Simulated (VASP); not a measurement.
Input:

```yaml
crystal:
  lattice:
    - [1.13297, -1.96236, 0.00000]
    - [1.13297, 1.96236, 0.00000]
    - [0.00000, 0.00000, 3.56006]
  atoms:
    - { symbol: Be, position: [0.33333, 0.66667, 0.25000] }
    - { symbol: Be, position: [0.66667, 0.33333, 0.75000] }
```

Method: TPSS meta-GGA, VASP's PBE PAW potentials (set 64) (plane waves; VASP). Run with 520 eV cut-off, 17×17×9 Γ-centred mesh, first-order Methfessel-Paxton smearing of 0.10 eV, potentials Be.

### Question
Predict the energy per atom (σ→0), band gap (on the k-mesh) with the smallest direct gap where there is one.

### Answer

```
Property                                                     Value
------------------------  ----------------------------------------
band gap (on the k-mesh)  none (metal, semimetal or under 0.01 eV)
energy per atom (σ→0)                               -4774 meV/atom
```

Total energies compare only between runs with the same potentials, cut-off and functional.

The compound is Be in the hcp structure. It was relaxed first. The start is the result of an earlier pass.
